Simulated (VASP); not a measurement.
Consider the following.

```xyz
2
Lattice="2.6917 0.0000 0.0000 -1.3458 2.3311 0.0000 0.0000 0.0000 4.2459" Properties=species:S:1:pos:R:3 pbc="T T T"
Ru     1.3458     0.7770     3.1844
Ru     0.0000     1.5540     1.0615
```

Computed with PBEsol GGA, VASP's PBE PAW potentials (set 64) (plane waves; VASP). Numerical set-up: PREC = Normal, EDIFF = 1E-5, 400 eV cut-off, 17×17×10 Γ-centred mesh, first-order Methfessel-Paxton smearing of 0.10 eV, potentials Ru_pv.

**Question.** Give the stress tensor in GPa (positive for a compressed cell).

**Answer.** 
```
-1.24   0.00   0.00
 0.00  -1.24   0.00
 0.00   0.00  -0.28
```
The pressure is its mean diagonal, -0.92 GPa.

The compound is Ru in the hcp structure. It was relaxed first.
